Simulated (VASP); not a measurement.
Cd$_{2}$SnO$_{4}$ (space group Pbam): computed properties

Method: LDA (Ceperley-Alder, Perdew-Zunger), VASP's LDA PAW potentials (set 64) (plane waves; VASP).

For Cd₂SnO₄, the space group is Pbam (55). The cell comes out as a = 5.526 Å, b = 9.850 Å, c = 3.177 Å, α = β = γ = 90.00° and the volume per atom is 12.35 Å^3/atom. The band gap (over mesh and band path) is 0.56 eV and the smallest direct gap (over mesh and band path) is 0.58 eV. The band-edge character comes out as indirect, T-Z at 0.17 to Γ. The density is 7.83 g/cm³.

Cd₂SnO₄ is modelled in the orthorhombic space group Pbam (No. 55), Pearson symbol oP14. Cell: a = 5.526 Å, b = 9.850 Å, c = 3.177 Å, α = 90.00°, β = 90.00°, γ = 90.00°. Cd on 4h has 6 O at 2.237–2.402 Å (trigonal prismatic). Sn on 2a sees 6 O at 2.048–2.095 Å (octahedral). O1 on 4g sees 1 Sn at 2.048 Å and 4 Cd at 2.309–2.320 Å. O2 on 4h sees 2 Sn at 2.095 Å and 1 Cd at 2.237 Å and 1 Cd at 2.402 Å. (Neighbours: up to the widest gap in distance over summed covalent radii, below 1.35, at either atom; cation-cation and far metal-metal contacts left out.)

Unless said otherwise, spin-orbit coupling is left out, though it shifts the bands of the heavy elements here.

The structure comes from a computed database's Cd2SnO4 entry (Pbam); how it stands against other phases isn't given here. It was relaxed first. Symmetry was kept, so distortions that lower it aren't found.
